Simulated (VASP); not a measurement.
Given:

```
AlRu
1.0
    2.96738     0.00000     0.00000
    0.00000     2.96738     0.00000
    0.00000     0.00000     2.96738
Ru Al
1 1
Direct
  0.50000   0.50000   0.50000
  0.00000   0.00000   0.00000
```

Level of theory: SCAN meta-GGA, VASP's PBE PAW potentials (set 64) (plane waves; VASP). Run with 400 eV cut-off, 14×14×14 Γ-centred mesh, tetrahedra with Blöchl corrections, potentials Ru_pv Al.

Question: Give the energies of bands 4 to 11 at the high-symmetry points, in eV from the Fermi level.

Answer: 
```csv
band,Γ,X,M,R
4,-10.31,-6.31,-6.41,-5.02
5,-3.77,-5.67,-3.26,-5.01
6,-3.77,-2.87,-1.45,-5.01
7,0.20,-1.74,-1.45,2.05
8,0.20,-1.73,-1.29,2.05
9,0.21,0.48,-1.29,3.36
10,6.61,2.72,1.94,4.27
11,6.61,7.88,5.78,4.27
```

It has no gap at this level: it comes out as a metal or semimetal.

The structure comes from a measured AlRu entry (Pm-3m) of the Crystallography Open Database, whose conditions weren't checked. It was relaxed first. The electron count is odd and the run is not spin-polarised, which forces a metal.
